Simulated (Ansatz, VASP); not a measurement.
# Ni (Nickel) in two plane-wave programs, part 2 of 2

One calculation is typed for both programs; each brings its own data sets and cutoff. How far apart do they land? The cell is taken from a series of VASP runs on this material, whose earlier steps may have relaxed, scaled or displaced it; both programs get it as it stands.

VASP 6.6.1 and Ansatz 0.2.0.

So far: The structure; VASP: relaxation of cell and atoms, r2SCAN with rVV10.

## Step 3: Ansatz: relaxation of cell and atoms, r2SCAN with rVV10

Level of this step: Ansatz beside VASP: Kohn-Sham DFT, plane waves, r2SCAN with rVV10 (Ansatz).

Ansatz runs on its default PAW (the set named soft_2) files.

The same cell, functional, mesh and smearing now go to Ansatz, which takes its cutoff from its data sets.

File input.yaml:

```yaml
crystal:
  lattice:
    - [0.0, 1.7354091943, 1.7354091943]
    - [1.7354091943, 0.0, 1.7354091943]
    - [1.7354091943, 1.7354091943, 0.0]
  atoms:
    - { symbol: Ni, position: [0.0, 0.0, 0.0], spin: 1.0 }
hamiltonian:
  xc: r2scan
  pseudopotentials: { kind: paw }
  dispersion: rvv10
magnetization:
  spin_polarized: true
kpoints:
  mp_grid: { grid: [14, 14, 14] }
scf:
  occupations: { method: methfessel_paxton, width: 0.1 }
relax:
  f_tol: 0.01
  max_steps: 60
  cell: { stress_tol: 0.05 }
output:
  forces: true
  stress: true
```

On the command line:

```sh
$ ansatz run input.yaml --threads 4 --pin off --max-ram 9216MiB --backend cpu --events-out ev --progress --plain --runs-dir out
```

Numbers of over 12 decimals in the logs are rounded to 6 here.

Log:

```text
Engine: ansatz 0.2.0, aarch64-unknown-linux-gnu
Pseudopotentials: kind: paw
Pseudopotential: Ni, paw, valence charge 18, recommended cutoff 500 eV (meta_gga), Ni.paw.azcp
Functional definition: r2SCAN+rVV10
  parameter k0 = 0.174
  parameter k1 = 0.065
  parameter a1 = 4.9479
  exchange = r2scan_x(k0 = k0, k1 = k1, a1 = a1)
  correlation = r2scan_c + rvv10(11.95, 0.0093)
Crystal: 1 atoms, lattice volume = 10.453 Å³
Basis set: ecut = 500 eV, 283 PW (Γ), exchange–correlation on 96×96×96 points (64 copies of the dense FFT grid, shifted against one another)
Bands: 14, of which v1, the nominal top of the filled ones, is band 9 counted from 1 (8 counted from 0)
Symmetry: 48 space group operations
Space group: Fm-3m (ITA 225), of the structure as read, at distance tolerance 2.2e-5 Å
Magnetic group: BNS 225.116 (UNI 1618), of the structure as read, at distance tolerance 2.2e-5 Å
k-points: 104 of 2744
Non-local potential: Ni, projectors of the file, l = 0: 3, l = 1: 2, l = 2: 3, l = 3: 1
PAW form: soft (Blöchl's): semilocal exchange-correlation on the pseudo side does not see the compensation charge
rVV10 density: all electrons in the spheres
PAW frozen core: Ni, regenerated for the run's functional (the file was generated under x = pbe(κ = 0.804, μ = 0.219515), c = pbe(β = 0.066725))
PAW one-centre angular grid: Ni, 590 points (default); XC on 160 Gauss nodes
Initial density: superposition of atomic densities (chi_scale 0.1, normalization cell)
Starting moments: Σ|m| = 1 μB on 1 of 1 site
Initial wavefunctions: pseudopotential atomic-orbital guess
Functional: x = r2scan, c = r2scan + rvv10(b = 11.95, C = 0.0093); τ floored in thin density (d = 2e-4 eV/Å³)
SCF iter   1: F=—  HF=-5843.413778 eV  |F-HF|=—  |Δ(HF+E_count)|=         —  Δρ=7.03e-2 (↑2.51e-2 ↓7.03e-2)  dr2=5.61e-1  dr2_τ=6.28e-3  dr2_m=5.27e-2  M=0.918 μB ∫|m|=1.017 μB  β_m=1.00  ethr=3.10e-3  ⟨swp⟩=5.3  Hψ=15379  notcnv=0
Mixer restart at iter 1: flushing history
preconditioner: auto → none  [metal: Δε(μ)=0.027 eV  Ē_g=17.264 eV  σ=0.100 eV  W_gap=0.15  n_scr=0 (ndim 8)  ℏωp=36.3 eV  f_vac=0.000  D(μ)=1.14/eV (n_scr^D=14)]
SCF iter   2: F=—  HF=-5843.406530 eV  |F-HF|=—  |Δ(HF+E_count)|=   7.25e-3  Δρ=3.82e-2 (↑3.42e-2 ↓3.82e-2)  dr2=2.39e-1  dr2_τ=1.73e-3  dr2_m=2.08e-3  M=0.856 μB ∫|m|=1.010 μB  β_m=1.00  ethr=3.10e-3  ⟨swp⟩=2.6  Hψ=6109  notcnv=0  defer=101  κ⁻¹=1.0e0(r=1)
SCF iter   3: F=—  HF=-5843.666399 eV  |F-HF|=—  |Δ(HF+E_count)|=         —  Δρ=2.10e-2 (↑1.34e-2 ↓2.10e-2)  dr2=4.34e-2  dr2_τ=2.21e-4  dr2_m=1.91e-3  M=0.837 μB ∫|m|=0.997 μB  β_m=1.00  ethr=1.33e-3  ⟨swp⟩=3.0  Hψ=5085  notcnv=0  defer=101
Mixer restart at iter 3: flushing history
SCF iter   4: F=—  HF=-5843.939918 eV  |F-HF|=—  |Δ(HF+E_count)|=   2.74e-1  Δρ=1.25e-2 (↑8.41e-3 ↓1.25e-2)  dr2=1.43e-2  dr2_τ=2.21e-4  dr2_m=4.68e-4  M=0.822 μB ∫|m|=0.991 μB  β_m=1.00  ethr=2.41e-4  ⟨swp⟩=2.8  Hψ=5500  notcnv=0  defer=102  κ⁻¹=1.0e0(r=1)
SCF iter   5: F=—  HF=-5844.226635 eV  |F-HF|=—  |Δ(HF+E_count)|=   2.87e-1  Δρ=1.28e-2 (↑6.04e-3 ↓1.28e-2)  dr2=1.93e-2  dr2_τ=4.90e-5  dr2_m=1.45e-3  M=0.782 μB ∫|m|=0.961 μB  β_m=1.00  ethr=7.95e-5  ⟨swp⟩=2.5  Hψ=6234  notcnv=0  defer=109  κ⁻¹=2.5e-1(r=2)
SCF iter   6: F=—  HF=-5844.263222 eV  |F-HF|=—  |Δ(HF+E_count)|=   3.66e-2  Δρ=1.10e-2 (↑5.23e-3 ↓1.10e-2)  dr2=1.54e-2  dr2_τ=3.45e-5  dr2_m=1.10e-3  M=0.777 μB ∫|m|=0.956 μB  β_m=1.00  ethr=7.95e-5  ⟨swp⟩=1.7  Hψ=3892  notcnv=0  defer=110  κ⁻¹=1.6e-3(r=3)
SCF iter   7: F=—  HF=-5844.312034 eV  |F-HF|=—  |Δ(HF+E_count)|=   4.88e-2  Δρ=5.26e-3 (↑1.92e-3 ↓5.26e-3)  dr2=3.32e-3  dr2_τ=4.43e-6  dr2_m=3.37e-4  M=0.766 μB ∫|m|=0.939 μB  β_m=1.00  ethr=7.95e-5  ⟨swp⟩=2.6  Hψ=5213  notcnv=0  defer=115  κ⁻¹=6.4e-4(r=4)
SCF iter   8: F=—  HF=-5844.322922 eV  |F-HF|=—  |Δ(HF+E_count)|=   1.09e-2  Δρ=1.22e-3 (↑6.04e-4 ↓1.22e-3)  dr2=2.13e-4  dr2_τ=3.36e-7  dr2_m=2.11e-5  M=0.760 μB ∫|m|=0.930 μB  β_m=1.00  ethr=1.84e-5  ⟨swp⟩=2.2  Hψ=4577  notcnv=0  defer=115  κ⁻¹=2.9e-4(r=5)
SCF iter   9: F=—  HF=-5844.324364 eV  |F-HF|=—  |Δ(HF+E_count)|=   1.44e-3  Δρ=2.61e-4 (↑9.15e-5 ↓2.61e-4)  dr2=3.69e-6  dr2_τ=5.40e-8  dr2_m=1.34e-6  M=0.758 μB ∫|m|=0.927 μB  β_m=1.00  ethr=1.18e-6  ⟨swp⟩=2.1  Hψ=4748  notcnv=0  defer=116  κ⁻¹=4.0e-5(r=6)
SCF iter  10: F=—  HF=-5844.321344 eV  |F-HF|=—  |Δ(HF+E_count)|=         —  Δρ=5.49e-4 (↑4.28e-4 ↓5.49e-4)  dr2=5.97e-5  dr2_τ=5.89e-8  dr2_m=5.61e-7  M=0.758 μB ∫|m|=0.927 μB  β_m=1.20  ethr=2.05e-8  ⟨swp⟩=2.2  Hψ=4977  notcnv=0  defer=116
Mixer restart at iter 10: flushing history
iteration 10: the input's own smearing fills from here on; a Gaussian of 0.1 eV has filled iterations ahead of it
SCF iter  11: F=—  HF=-5844.321342 eV  |F-HF|=—  |Δ(HF+E_count)|=   1.52e-6  S|Δr|=    0.00e0  Δρ=2.28e-4 (↑1.17e-4 ↓2.28e-4)  dr2=4.65e-6  dr2_τ=1.46e-7  dr2_m=4.15e-7  M=0.758 μB ∫|m|=0.928 μB  β_m=1.20  ethr=2.05e-8  ⟨swp⟩=2.2  Hψ=4833  notcnv=0  defer=116  κ⁻¹=1.0e0(r=1)
SCF iter  12: F=—  HF=-5844.321351 eV  |F-HF|=—  |Δ(HF+E_count)|=   9.29e-6  S|Δr|=    0.00e0  Δρ=8.02e-5 (↑3.67e-5 ↓8.02e-5)  dr2=7.51e-7  dr2_τ=3.02e-9  dr2_m=1.58e-7  M=0.758 μB ∫|m|=0.928 μB  β_m=1.20  ethr=2.05e-8  ⟨swp⟩=2.4  Hψ=4757  notcnv=0  defer=116  κ⁻¹=4.7e-3(r=2)
SCF iter  13: F=—  HF=-5844.321354 eV  |F-HF|=—  |Δ(HF+E_count)|=   2.81e-6  S|Δr|=    0.00e0  Δρ=5.51e-5 (↑2.86e-5 ↓5.51e-5)  dr2=3.94e-7  dr2_τ=1.60e-9  dr2_m=6.96e-8  M=0.758 μB ∫|m|=0.927 μB  β_m=1.20  ethr=4.17e-9  ⟨swp⟩=1.1  Hψ=3004  notcnv=0  defer=116  κ⁻¹=1.7e-4(r=3)
SCF iter  14: F=—  HF=-5844.321360 eV  |F-HF|=—  |Δ(HF+E_count)|=   5.89e-6  S|Δr|=    0.00e0  Δρ=8.84e-6 (↑7.33e-6 ↓8.84e-6)  dr2=1.58e-9  dr2_τ=5.29e-11  dr2_m=5.35e-9  M=0.758 μB ∫|m|=0.927 μB  β_m=1.20  ethr=5.56e-10  ⟨swp⟩=3.4  Hψ=12218  notcnv=0  κ⁻¹=1.6e-5(r=4)
SCF iter  15: F=-5844.321360 eV  HF=-5844.321360 eV  |F-HF|=1.21e-7  |Δ(HF+E_count)|=   2.12e-7  S|Δr|=    0.00e0  Δρ=5.74e-6 (↑2.51e-6 ↓5.74e-6)  dr2=7.77e-10  dr2_τ=1.34e-11  dr2_m=1.30e-9  M=0.758 μB ∫|m|=0.927 μB  ethr=8.75e-12  ⟨swp⟩=3.9  Hψ=8457  notcnv=0
SCF 1 converged in 15 iterations: F = -5844.321360 eV  dr2 = 7.77e-10
  greatest PAW one-centre occupation: 1.001 electrons in one spin orbital (limit 2), on the Ni atom at site 0 (counted from 0), in its partial waves of l = 1
relax step   1: F+E_penalty+E_count = -5844.32136048 eV  Δ(F+E_penalty+E_count) = +0.000e0 eV  max|allowed force component| = 0.000e0 eV/Å  Δτ_max = 0.0000 Å  P = -0.752 GPa  Ω = 10.453 Å³  (15 SCF iters, dr2 threshold 1.00e-7 eV, accepted)
[...]
relax step   2: F+E_penalty+E_count = -5844.32143855 eV  Δ(F+E_penalty+E_count) = -7.807e-5 eV  max|allowed force component| = 0.000e0 eV/Å  Δτ_max = 0.0000 Å  P = -0.384 GPa  Ω = 10.436 Å³  energy of the carried Pulay correction = +1.870e-5 eV  (4 SCF iters, dr2 threshold 1.00e-7 eV, accepted)
[...]
relax step   3: F+E_penalty+E_count = -5844.32147892 eV  Δ(F+E_penalty+E_count) = -4.037e-5 eV  max|allowed force component| = 0.000e0 eV/Å  Δτ_max = 0.0000 Å  P = +0.002 GPa  Ω = 10.419 Å³  energy of the carried Pulay correction = +3.818e-5 eV  (5 SCF iters, dr2 threshold 1.00e-7 eV, accepted)
[...]
relax step   4: F+E_penalty+E_count = -5844.32144118 eV  Δ(F+E_penalty+E_count) = +3.774e-5 eV  max|allowed force component| = 0.000e0 eV/Å  Δτ_max = 0.0000 Å  P = -0.003 GPa  Ω = 10.419 Å³  stress off target by 3.20e-3 GPa  SCF on the basis re-selected at this cell (its energy is not comparable with the rows above)  (9 SCF iters)
basis re-selected at this cell: Δ(F+E_penalty+E_count) = +3.774e-5 eV, ΔP = -0.006 GPa vs the last step (what re-selecting the basis moved, of the pressure what is left beyond the Pulay correction that the steps carried, after the strain that the cell walked since its last selection, with what the two solves' SCF thresholds leave and, on support functions, any second-order correction that the steps lacked; it is no measure of the basis error at this ecutwfc). The dense FFT grid was sized anew with the basis: this SCF ran on 20×20×20 points, the steps before it on 24×24×24, so part of this shift can come from that change (see relax.cell in the input reference). [rest of the remark cut]
SCF converged after 9 iterations
Stability not checked: this state was not tested for a lower state beside it, because cold or Methfessel-Paxton smearing, or corrected tetrahedra, fill the levels in a way that the test cannot read (fill_not_monotonic; see scf.lower_state_search)
Magnetization: 0.7575 μB (9.3788 up, 8.6212 down)
Absolute magnetization: 0.9269 μB (∫|ρ↑−ρ↓|, with the PAW one-centre terms)
Spin contamination: 0.0207 ħ² per cell (⟨S²⟩ above its minimum at these occupations)
Per-site moments (μB) at R_I (Å): [(0.825237, 1.011272)]
Free energy (F): -5844.321441 eV
Harris-Foulkes:  -5844.321441 eV  (|F-HF|=0.00e0)
Internal energy: -5844.321705 eV  (E = F + TS)
E sigma→0 (E₀):  -5844.321507 eV
Entropy (-TS):   0.000264 eV (0.264 meV/atom)
Fermi energy:    19.123136 eV
--- Per-component energies (eV) ---
  E_band       = -294.694328
  E_kinetic    = 282.389594
  E_local      = -3369.634267  (includes V_loc(G=0)·N_el)
  E_nonlocal   = 639.376599
  E_hartree    = 1410.235772
  E_xc         = -78.151349
  E_vxc        = -117.054387  (∫ρ·V_xc dr)
  E_paw        = -1643.386859  (= ΣΔE_a)
  E_vpaw       = -558.965580  (= ΣTr[D̂ρ^β])
  E_aug_tail   = 0.000192  (compensation charges beyond the density's cutoff)
  E_vtau       = 8.721967  (kinetic-family band-sum trace: ∫τ·v_τ [+ j·A + Jᵃ·Aᵃ] dr)
  E_ewald      = -3084.851318
  E_core_change = -0.300069  (= ΣΔE_core)
  E_smearing   = 0.000264  (= −TS)
  E_closure    = 0.000000  (closes the sum)
  Σ components = -5844.321441   (vs F -5844.321441, Δ=0.00e0)
--- Forces (eV/Å), atoms counted from 1 ---
  atom   1  Ni    -0.00000000     0.00000000    -0.00000000
  max |Σ_I F_I| component: 1.31e-31 eV/Å
--- Stress (GPa, compression-positive) ---
       -0.003204      -0.000000      -0.000000
       -0.000000      -0.003204      -0.000000
       -0.000000      -0.000000      -0.003204
  P = ⅓ Tr σ = -0.0032 GPa (-0.032 kbar)
--- Relaxed structure (3 steps of the walk, 3 accepted, 1 SCFs on fresh bases) ---
  F+E_penalty+E_count = -5844.32144118 eV   max|allowed force component| = 0.000e0 eV/Å   (the final SCF, on the basis selected at the relaxed cell)
  cell:  # Å, volume = 10.4188 Å³
    - [0, 1.733520, 1.733520]
    - [1.733520, 0, 1.733520]
    - [1.733520, 1.733520, 0]
  atoms:
    - { symbol: Ni, position: [0.0, 0.0, 0.0] }
```

Elapsed: 5.5 s, on 4 threads of Arm Neoverse V2, shared host; peak memory 0.37 GiB.

## Step 4: Side by side

Known differences besides the potentials themselves: VASP keeps PBE cores, Ansatz makes them for the functional; both relaxations stop at a tolerance, which leaves soft axes loose, and VASP keeps its plane-wave basis; the data sets hold 18 valence electrons in Ansatz (default PAW (the set named soft_2) files) and 10 in VASP; the cutoff is 500 eV in Ansatz and 450 eV in VASP; Ansatz adds a Pulay correction to the stress that steers its cell, VASP none; site moments are counted in spheres of each program's own size. Total energies have different zeros and are not compared.

The two programs side by side:

| quantity | Ansatz | VASP | difference |
| --- | --- | --- | --- |
| volume (Å³) | 10.42 | 10.45 | -0.33 % |
| edge a after relaxation, in the typed setting (Å) | 2.452 | 2.454 | -0.11 % |
| total moment (μB) | 0.76 | 0.75 | +0.01 |
| moment on Ni1 (μB) | 0.82 | 0.77 | +0.06 |

The walks stopped with 0.00 GPa left in Ansatz and -0.15 GPa in VASP; each walk ends within a tolerance, so the volume difference is uncertain by about these residues over the bulk modulus, most in soft cells.

## Step 5: Summary of results

```
difference in volume (relaxation of cell and atoms, r2SCAN with rVV10) : -0.33 %
```

In words: The difference in volume is -0.33 % (relaxation of cell and atoms, r2SCAN with rVV10), within the 1.2 % picked in this series as the mark of a large difference, as far as the stopping tolerances let one tell. Such differences can come from data sets, numerical settings and the points named under the comparisons, not from the functional's error against experiment.

[Lines on the potential files, build, host, timing and source positions are cut from VASP's logs without a mark.]

[Logs are printed without paths, hosts, clocks, repeated set-up lines and the standing remarks that a program may print on its own settings, such as how far it seeks lower states.]

[Hosts, paths, dates, database ids (printed as entryN), source tags and the programs' standing remarks are cut or masked in the printed files.]
